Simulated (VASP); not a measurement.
# Lattice of Tantalum, functional by functional

Aim: relax Tantalum at several levels of theory and compare the cells. The starting structure is a measured crystal structure from the Crystallography Open Database.

Program: VASP 6.6.1. Level of theory: Kohn-Sham DFT with plane waves and PAW; PBEsol, LDA, PBE, PBEsol + D3(BJ), r2SCAN, r2SCAN + rVV10, vdW-DF-cx and BLYP. Results are calculated unless marked as measured.

### Step 1. Set-up

The structure is cubic, space group Im-3m (No. 229). The conventional cell has a = 3.306 Å, b = 3.306 Å, c = 3.306 Å, α = 90.00°, β = 90.00°, γ = 90.00°. Ta has 8 Ta at 2.86 Å nearest.

Structure file:

```xyz
1
Lattice="-1.6529 1.6529 1.6529 1.6529 -1.6529 1.6529 1.6529 1.6529 -1.6529" Properties=species:S:1:pos:R:3 pbc="T T T"
Ta    0.0000    0.0000    0.0000
```

### Step 2. Relaxation with PBEsol

PBEsol restores the gradient expansion of exchange and is tuned for the cells of solids.

The input, INCAR:

```
SYSTEM = Ta
PREC = Accurate
ENCUT = 450
EDIFF = 1E-06
NELM = 100
ISMEAR = 1
SIGMA = 0.1
LREAL = .FALSE.
ALGO = Normal
GGA = PS
NBANDS = 11
LORBIT = 11
LWAVE = .FALSE.
LCHARG = .FALSE.
KPAR = 2
IBRION = 2
NSW = 50
ISIF = 3
EDIFFG = -0.01
```

The input, POSCAR:

```
Ta
1.0
   -1.6529000000      1.6529000000      1.6529000000
    1.6529000000     -1.6529000000      1.6529000000
    1.6529000000      1.6529000000     -1.6529000000
Ta
1
Direct
    0.0000000000      0.0000000000      0.0000000000
```

The input, KPOINTS:

```
Automatic mesh
0
Gamma
12 12 12
0 0 0
```

The projector-augmented-wave data sets are Ta_pv (PBE family, release 64).

On the command line:

```
$ mpirun -np 2 vasp_std
```

The program printed:

```text
[banner, memory and clock lines left out]
running    2 mpi-ranks, on    1 nodes
 distrk:  each k-point on    1 cores,    2 groups
 distr:  one band on    1 cores,    1 groups

 POSCAR found type information on POSCAR Ta
 POSCAR found :  1 types and       1 ions
|                                                                             |
|               ----> ADVICE to this user running VASP <----                  |
|                                                                             |
|     You enforced a specific xc type in the INCAR file but a different       |
|     [... a line on the potential file left out ...]
|     I HOPE YOU KNOW WHAT YOU ARE DOING!                                     |
|                                                                             |

 LDA part: xc-table for (Slater+PW92), standard interpolation
 POSCAR, INCAR and KPOINTS ok, starting setup
 FFT: planning ... GRIDC
 FFT: planning ... GRID_SOFT
 FFT: planning ... GRID
 WAVECAR not read
 entering main loop
       N       E                     dE             d eps       ncg     rms          rms(c)
DAV:   1     0.525946755959E+02    0.52595E+02   -0.58700E+03  1600   0.859E+02
DAV:   2    -0.122062905512E+02   -0.64801E+02   -0.63313E+02  1752   0.234E+02
DAV:   3    -0.130451170444E+02   -0.83883E+00   -0.83161E+00  1941   0.266E+01
DAV:   4    -0.130477651813E+02   -0.26481E-02   -0.26478E-02  1737   0.155E+00
DAV:   5    -0.130477768843E+02   -0.11703E-04   -0.11703E-04  1891   0.990E-02    0.138E+01
DAV:   6    -0.126515254906E+02    0.39625E+00   -0.34752E-01  1791   0.646E+00    0.665E+00
DAV:   7    -0.125389345085E+02    0.11259E+00   -0.27883E-01  1803   0.536E+00    0.419E-01
DAV:   8    -0.125378255050E+02    0.11090E-02   -0.96940E-03  1856   0.801E-01    0.911E-02
DAV:   9    -0.125378132439E+02    0.12261E-04   -0.81163E-05  1796   0.989E-02    0.198E-02
DAV:  10    -0.125378107587E+02    0.24852E-05   -0.21592E-06  1590   0.154E-02    0.284E-03
DAV:  11    -0.125378107478E+02    0.10956E-07   -0.10097E-07  1001   0.377E-03
   1 F= -.12537811E+02 E0= -.12537478E+02  d E =-.125378E+02
[...]
2 F= -.12501302E+02 E0= -.12501277E+02  d E =0.365086E-01
[...]
3 F= -.12546868E+02 E0= -.12546912E+02  d E =-.905680E-02
 curvature:  -0.15 expect dE=-0.620E-05 dE for cont linesearch -0.620E-05
 ZBRENT: interpolating
 opt :   0.3204  next Energy=   -12.546873 (dE=-0.906E-02)
 bond charge predicted
       N       E                     dE             d eps       ncg     rms          rms(c)
DAV:   1    -0.125469049279E+02   -0.36956E-04   -0.93328E-04  1653   0.382E-01    0.515E-02
DAV:   2    -0.125468796530E+02    0.25275E-04   -0.29559E-05  1680   0.610E-02    0.172E-02
DAV:   3    -0.125468744468E+02    0.52063E-05   -0.14817E-05  1725   0.422E-02    0.627E-03
DAV:   4    -0.125468748759E+02   -0.42915E-06   -0.16886E-07   894   0.458E-03
   4 F= -.12546875E+02 E0= -.12546924E+02  d E =-.906413E-02
 curvature:  -0.14 expect dE=-0.163E-06 dE for cont linesearch -0.163E-06
 trial: gam=-0.00459 g(F)=  0.469E-63 g(S)=  0.117E-05 ort = 0.254E-03 (trialstep = 0.864E+00)
 search vector abs. value=  0.125E-09
 reached required accuracy - stopping structural energy minimisation
```

It took 5.6 s on 2 MPI ranks of Intel Xeon 6975P-C (Granite Rapids), shared host; peak memory 0.26 GiB.

The logs omit lines about the potential files and the build; timing stands in the text.

Parts of OUTCAR (step 2):

```text
ion  position               nearest neighbor table
   1  0.000  0.000  0.000-

  LATTYP: Found a body centered cubic cell.
 ALAT       =     3.3058000000

 Subroutine GETGRP returns: Found 48 space group operations
 (whereof 48 operations were pure point group operations)

The static configuration has the point symmetry O_h .

 Found     72 irreducible k-points:

   k-points           NKPTS =     72   k-points in BZ     NKDIM =     72   number of bands    NBANDS=     11

   dimension x,y,z NGX =    20 NGY =   20 NGZ =   20
   dimension x,y,z NGXF=    40 NGYF=   40 NGZF=   40

   ENCUT  =  450.0 eV  33.07 Ry    5.75 a.u.   4.95  4.95  4.95*2*pi/ulx,y,z

   NELECT =      11.0000    total number of electrons

 k-points in reciprocal lattice and weights: Automatic mesh
   0.00000000  0.00000000  0.00000000       0.001
   0.08333333  0.00000000  0.00000000       0.007
   0.16666667  0.00000000  0.00000000       0.007
   0.25000000  0.00000000  0.00000000       0.007
   0.33333333  0.00000000  0.00000000       0.007
   0.41666667  0.00000000  0.00000000       0.007
   0.50000000  0.00000000  0.00000000       0.003
   0.08333333  0.08333333  0.00000000       0.014
   0.16666667  0.08333333  0.00000000       0.028
[...]
0.50000000  0.50000000  0.41666667       0.007
   0.50000000  0.50000000  0.50000000       0.001

 average (electrostatic) potential at core
       1 -35.9205

 E-fermi :   5.5213

 k-point     1 :       0.0000    0.0000    0.0000
  band No.  band energies     occupation
      1     -27.3675      2.00000
      2     -27.3675      2.00000
      3     -27.3675      2.00000
      4      -2.4991      2.00000
      5       6.2654     -0.00000
      6       6.2654     -0.00000
      7       6.2654     -0.00000
      8       9.6196      0.00000
      9       9.6196      0.00000
    ...

 k-point     2 :       0.0833    0.0000    0.0000
  band No.  band energies     occupation
      1     -27.4617      2.00000
      2     -27.3962      2.00000
      3     -27.3681      2.00000
      4      -2.1798      2.00000
      5       6.0592     -0.00000
      6       6.1983     -0.00000
      7       6.5804     -0.00000
      8       9.3038      0.00000
      9       9.6211      0.00000
    ...

 k-point     3 :       0.1667    0.0000    0.0000
  band No.  band energies     occupation
      1     -27.7125      2.00000
      2     -27.4740      2.00000
      3     -27.3697      2.00000
      4      -1.3034      2.00000
      5       5.5449      0.61140
      6       5.8786     -0.00001
      7       7.5034     -0.00000
      8       8.9180      0.00000
      9       9.6627      0.00000
     10      20.3119      0.00000
    ...

  Total       -0.0028446     -0.0028446     -0.0028446     -0.0000000     -0.0000000      0.0000000
  in kB       -0.2596702     -0.2596702     -0.2596702     -0.0000000     -0.0000000      0.0000000
  external PRESSURE =      -0.2596702 kB  Pullay stress =       0.0000000 kB

  energy-cutoff  :      450.00
  volume of cell :       17.55
      direct lattice vectors                 reciprocal lattice vectors
    -1.637131997  1.637131997  1.637131997     0.000000000  0.305412148  0.305412148
     1.637131997 -1.637131997  1.637131997     0.305412148  0.000000000  0.305412148
     1.637131997  1.637131997 -1.637131997     0.305412148  0.305412148  0.000000000

 POSITION                                       TOTAL-FORCE (eV/Angst)
 -----------------------------------------------------------------------------------
      3.27426      0.00000      0.00000         0.000000      0.000000      0.000000
 -----------------------------------------------------------------------------------
    total drift:                                0.000000     -0.000000     -0.000000

  FREE ENERGIE OF THE ION-ELECTRON SYSTEM (eV)
  ---------------------------------------------------
  free  energy   TOTEN  =       -12.5468748759 eV

  energy  without entropy=      -12.5470225805  energy(sigma->0) =      -12.54692411

 reached required accuracy - stopping structural energy minimisation

 total charge
# of ion       s       p       d       tot
------------------------------------------
    1        0.375   6.164   2.455   8.995

[... 3 further parts left out ...]
```

CONTCAR:

```
Ta
   1.00000000000000
    -1.6371319969471048    1.6371319969471048    1.6371319969471048
     1.6371319969471048   -1.6371319969471048    1.6371319969471048
     1.6371319969471048    1.6371319969471048   -1.6371319969471048
  Ta
     1
Direct
     0.0000000000000000    1.0000000000000000    1.0000000000000000
```

This run has no spin polarisation. Its electron count is odd, so without a moment it is a metal by construction. The PAW data sets were made with PBE, which is usual practice but a small mismatch for other functionals. The run keeps the 48 symmetry operations of its start, so it cannot find a distortion of lower symmetry.

With PBEsol the relaxed cell holds 17.551 Å³ an atom, -2.83 % against the measured cell, with a = 3.274 Å. Pressures at 0.985 and 1.015 times this volume, from two more relaxations that aren't shown, give a bulk modulus of 205.7 GPa.

### Step 3. Relaxation with LDA

LDA, the lowest rung, knows the local density alone. This run starts from the cell of an earlier relaxation, which isn't shown; the restart sets up the plane waves anew.

Changes to INCAR since step 2:

```diff
@@ -9,3 +9,3 @@
 ALGO = Normal
-GGA = PS
+GGA = CA
 NBANDS = 11
```

The input, POSCAR:

```
Ta
1.0
   -1.6246978291      1.6246978291      1.6246978291
    1.6246978291     -1.6246978291      1.6246978291
    1.6246978291      1.6246978291     -1.6246978291
Ta
1
Direct
    0.0000000000      0.0000000000      0.0000000000
```

KPOINTS is that of step 2.

PAW data sets: Ta_pv (LDA family, release 64).

On the command line:

```
$ mpirun -np 2 vasp_std
```

The program printed:

```text
[banner, memory and clock lines left out]
running    2 mpi-ranks, on    1 nodes
[...]
LDA part: xc-table for (Slater(with rela. corr.)+CA(PZ))
 , standard interpolation
 POSCAR, INCAR and KPOINTS ok, starting setup
[...]
entering main loop
       N       E                     dE             d eps       ncg     rms          rms(c)
DAV:   1     0.499236555475E+02    0.49924E+02   -0.58028E+03  1584   0.856E+02
DAV:   2    -0.125620863967E+02   -0.62486E+02   -0.60994E+02  1785   0.231E+02
DAV:   3    -0.132770815951E+02   -0.71500E+00   -0.71030E+00  1960   0.245E+01
DAV:   4    -0.132791424667E+02   -0.20609E-02   -0.20607E-02  1709   0.140E+00
[...]
DAV:   8    -0.128332144431E+02    0.15324E-02   -0.80837E-03  1874   0.721E-01    0.404E-02
DAV:   9    -0.128332141470E+02    0.29607E-06   -0.37561E-05  1833   0.520E-02    0.220E-02
DAV:  10    -0.128332137574E+02    0.38960E-06   -0.19524E-06  1669   0.164E-02
   1 F= -.12833214E+02 E0= -.12833249E+02  d E =-.128332E+02
[...]
reached required accuracy - stopping structural energy minimisation
```

Wall time 2.2 s (2 MPI ranks); peak memory 0.22 GiB; 3.5 s of CPU time.

OUTCAR, selected parts (step 3):

```text
  Total        0.0001482      0.0001482      0.0001482     -0.0000000     -0.0000000      0.0000000
  in kB        0.0138445      0.0138445      0.0138445     -0.0000000     -0.0000000      0.0000000
  external PRESSURE =       0.0138445 kB  Pullay stress =       0.0000000 kB

 POSITION                                       TOTAL-FORCE (eV/Angst)
 -----------------------------------------------------------------------------------
      0.00000      0.00000      0.00000         0.000000     -0.000000      0.000000
 -----------------------------------------------------------------------------------
    total drift:                                0.000000      0.000000      0.000000

  FREE ENERGIE OF THE ION-ELECTRON SYSTEM (eV)
  ---------------------------------------------------
  free  energy   TOTEN  =       -12.8332137574 eV

  energy  without entropy=      -12.8333207960  energy(sigma->0) =      -12.83324944

[... 2 parts as in an earlier step ...]

[... 2 further parts left out ...]
[key lines of the parts left out:]
E-fermi :   5.8500
```

With LDA the relaxed cell holds 17.154 Å³ an atom, -5.03 % against the measured cell, with a = 3.249 Å. That is -2.26 % from PBEsol. Pressures at 0.985 and 1.015 times this volume, from two more relaxations that aren't shown, give a bulk modulus of 223.2 GPa.

### Step 4. Relaxation with PBE

PBE, the usual starting point, adds the gradient of the density.

Changes to INCAR since step 3:

```diff
@@ -9,3 +9,3 @@
 ALGO = Normal
-GGA = CA
+GGA = PE
 NBANDS = 11
```

The input, POSCAR:

```
Ta
1.0
   -1.6529000000      1.6529000000      1.6529000000
    1.6529000000     -1.6529000000      1.6529000000
    1.6529000000      1.6529000000     -1.6529000000
Ta
1
Direct
    0.0000000000      0.0000000000      0.0000000000
```

KPOINTS is that of step 3.

The projector-augmented-wave data sets are Ta_pv (PBE family, release 64).

On the command line:

```
$ mpirun -np 2 vasp_std
```

The program printed:

```text
[banner, memory and clock lines left out]
running    2 mpi-ranks, on    1 nodes
[...]
LDA part: xc-table for (Slater+PW92), standard interpolation
 POSCAR, INCAR and KPOINTS ok, starting setup
[...]
entering main loop
       N       E                     dE             d eps       ncg     rms          rms(c)
DAV:   1     0.534257707305E+02    0.53426E+02   -0.58743E+03  1600   0.859E+02
DAV:   2    -0.114143335523E+02   -0.64840E+02   -0.63353E+02  1754   0.234E+02
DAV:   3    -0.122564429235E+02   -0.84211E+00   -0.83499E+00  1939   0.267E+01
DAV:   4    -0.122592913551E+02   -0.28484E-02   -0.28481E-02  1725   0.160E+00
[...]
DAV:   9    -0.118016235411E+02    0.75226E-05   -0.96821E-05  1773   0.108E-01    0.252E-02
DAV:  10    -0.118016177319E+02    0.58092E-05   -0.28327E-06  1796   0.196E-02    0.355E-03
DAV:  11    -0.118016178890E+02   -0.15701E-06   -0.13662E-07  1005   0.432E-03
   1 F= -.11801618E+02 E0= -.11801178E+02  d E =-.118016E+02
[...]
DAV:   4    -0.117997075743E+02   -0.11669E-03   -0.25792E-04  1989   0.163E-01    0.231E-02
DAV:   5    -0.117997090030E+02   -0.14287E-05   -0.90397E-06  1809   0.309E-02    0.114E-02
DAV:   6    -0.117997082344E+02    0.76852E-06   -0.28619E-07  1035   0.650E-03
   2 F= -.11799708E+02 E0= -.11799050E+02  d E =0.190965E-02
 trial-energy change:    0.001910  1 .order    0.001853   -0.004025    0.007732
 step:   0.3359(harm=  0.3424)  dis= 0.00000  next Energy=   -11.802292 (dE=-0.674E-03)
[...]
N       E                     dE             d eps       ncg     rms          rms(c)
DAV:   1    -0.118180889728E+02   -0.18380E-01   -0.47684E-01  1653   0.860E+00    0.114E+00
DAV:   2    -0.118049628100E+02    0.13126E-01   -0.15377E-02  1650   0.139E+00    0.382E-01
DAV:   3    -0.118022221525E+02    0.27407E-02   -0.74494E-03  1728   0.940E-01    0.138E-01
DAV:   4    -0.118022854819E+02   -0.63329E-04   -0.99927E-05  2012   0.106E-01    0.150E-02
DAV:   5    -0.118022868181E+02   -0.13361E-05   -0.59287E-06  1803   0.259E-02    0.743E-03
DAV:   6    -0.118022871783E+02   -0.36025E-06   -0.20901E-07  1008   0.555E-03
   3 F= -.11802287E+02 E0= -.11801742E+02  d E =-.669289E-03
[...]
reached required accuracy - stopping structural energy minimisation
```

It took 4.8 s on 2 MPI ranks; peak memory 0.25 GiB; 8.3 s of CPU time.

Parts of OUTCAR (step 4):

```text
  Total       -0.0002290     -0.0002290     -0.0002290     -0.0000000     -0.0000000     -0.0000000
  in kB       -0.0201447     -0.0201447     -0.0201447     -0.0000000     -0.0000000     -0.0000000
  external PRESSURE =      -0.0201447 kB  Pullay stress =       0.0000000 kB

 POSITION                                       TOTAL-FORCE (eV/Angst)
 -----------------------------------------------------------------------------------
      0.00000      0.00000      0.00000        -0.000000     -0.000000     -0.000000
 -----------------------------------------------------------------------------------
    total drift:                                0.000000     -0.000000     -0.000000

  FREE ENERGIE OF THE ION-ELECTRON SYSTEM (eV)
  ---------------------------------------------------
  free  energy   TOTEN  =       -11.8022871783 eV

  energy  without entropy=      -11.8006518544  energy(sigma->0) =      -11.80174207

[... 2 parts as in an earlier step ...]

[... 2 further parts left out ...]
[key lines of the parts left out:]
E-fermi :   5.3693
```

With PBE the relaxed cell holds 18.210 Å³ an atom, +0.81 % against the measured cell, with a = 3.315 Å. That is +3.75 % from PBEsol. Pressures at 0.985 and 1.015 times this volume, from two more relaxations that aren't shown, give a bulk modulus of 180.1 GPa.

### Step 5. Relaxation with PBEsol + D3(BJ)

D3 with Becke-Johnson damping keeps a finite attraction at short range. This run starts from the cell of an earlier relaxation, which isn't shown; the restart sets up the plane waves anew.

Changes to INCAR since step 4:

```diff
@@ -9,3 +9,4 @@
 ALGO = Normal
-GGA = PE
+GGA = PS
+IVDW = 12
 NBANDS = 11
```

The input, POSCAR:

```
Ta
1.0
   -1.6193076153      1.6193076153      1.6193076153
    1.6193076153     -1.6193076153      1.6193076153
    1.6193076153      1.6193076153     -1.6193076153
Ta
1
Direct
    0.0000000000      0.0000000000      0.0000000000
```

KPOINTS is that of step 4.

On the command line:

```
$ mpirun -np 2 vasp_std
```

The program printed:

```text
[banner, memory and clock lines left out]
running    2 mpi-ranks, on    1 nodes
[...]
[... a notice as in an earlier step ...]

 LDA part: xc-table for (Slater+PW92), standard interpolation
 POSCAR, INCAR and KPOINTS ok, starting setup
[...]
entering main loop
       N       E                     dE             d eps       ncg     rms          rms(c)
DAV:   1     0.507228501576E+02    0.50723E+02   -0.57562E+03  1584   0.872E+02
DAV:   2    -0.121616481257E+02   -0.62884E+02   -0.61505E+02  1760   0.236E+02
DAV:   3    -0.129843414889E+02   -0.82269E+00   -0.81734E+00  1932   0.260E+01
DAV:   4    -0.129866757790E+02   -0.23343E-02   -0.23339E-02  1767   0.149E+00
[...]
DAV:   9    -0.125339017583E+02    0.72096E-05   -0.40038E-05  1841   0.727E-02    0.203E-02
DAV:  10    -0.125338998966E+02    0.18617E-05   -0.13404E-06  1443   0.136E-02    0.283E-03
DAV:  11    -0.125338997251E+02    0.17153E-06   -0.47097E-08   987   0.263E-03
   1 F= -.13306209E+02 E0= -.13306152E+02  d E =-.133062E+02
[...]
reached required accuracy - stopping structural energy minimisation
```

Wall time 3.2 s (2 MPI ranks); peak memory 0.25 GiB; 4.8 s of CPU time.

From OUTCAR (step 5):

```text
 Edisp (eV)   -0.77231

  Total      -0.00070    -0.00070    -0.00070     0.00000     0.00000    -0.00000
  in kB      -0.06607    -0.06607    -0.06607     0.00000     0.00000    -0.00000
  external pressure =       -0.07 kB  Pullay stress =        0.00 kB

 POSITION                                       TOTAL-FORCE (eV/Angst)
 -----------------------------------------------------------------------------------
      0.00000      0.00000      0.00000        -0.000000      0.000000     -0.000000
 -----------------------------------------------------------------------------------
    total drift:                                0.000000      0.000000      0.000000

  FREE ENERGIE OF THE ION-ELECTRON SYSTEM (eV)
  ---------------------------------------------------
  free  energy   TOTEN  =       -13.3062093127 eV

  energy  without entropy=      -13.3060382276  energy(sigma->0) =      -13.30615228

[... 2 parts as in an earlier step ...]

[... 2 further parts left out ...]
[key lines of the parts left out:]
E-fermi :   5.8217
```

With PBEsol + D3(BJ) the relaxed cell holds 16.984 Å³ an atom, -5.97 % against the measured cell, with a = 3.239 Å. That is -3.23 % from PBEsol. Pressures at 0.985 and 1.015 times this volume, from two more relaxations that aren't shown, give a bulk modulus of 224.0 GPa.

[end of part 1 of 2]

[Lines on the potential files, build, host, timing and source positions are cut from VASP's logs without a mark.]

[Logs are printed without paths, hosts, clocks, repeated set-up lines and the standing remarks that a program may print on its own settings, such as how far it seeks lower states.]

[Hosts, paths, dates, database ids (printed as entryN), source tags and the programs' standing remarks are cut or masked in the printed files.]
